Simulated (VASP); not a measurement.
Data:

```yaml
crystal:
  lattice:
    - [0.00000, 2.56831, 2.56831]
    - [2.56831, 0.00000, 2.56831]
    - [2.56831, 2.56831, 0.00000]
  atoms:
    - { symbol: Zr, position: [0.00000, 0.00000, 0.00000] }
    - { symbol: O, position: [0.25000, 0.25000, 0.25000] }
    - { symbol: O, position: [0.75000, 0.75000, 0.75000] }
```

All values below come from MS2 meta-GGA, VASP's PBE PAW potentials (set 64) (plane waves; VASP). Settings: 520 eV cut-off, 8×8×8 Γ-centred mesh, Gaussian smearing of 0.050 eV, potentials Zr_sv O.

Q: Predict the energy per atom (σ→0), pressure, band gap (on the k-mesh) with the smallest direct gap where there is one.

A: 
```
Quantity                                          Result
-----------------------------------  -------------------
band gap (on the k-mesh)                         3.60 eV
smallest direct gap (on the k-mesh)              3.95 eV
energy per atom (σ→0)                -1071.7 kJ/mol-atom
pressure                                       -7.07 GPa
```

Total energies compare only between runs with the same potentials, cut-off and functional.

The compound is ZrO2 in the fluorite structure, the high-temperature cubic form, which is unstable at 0 K; the monoclinic form is the stable one. This cell is one point of a volume scan, at 1.03 of the reference volume.
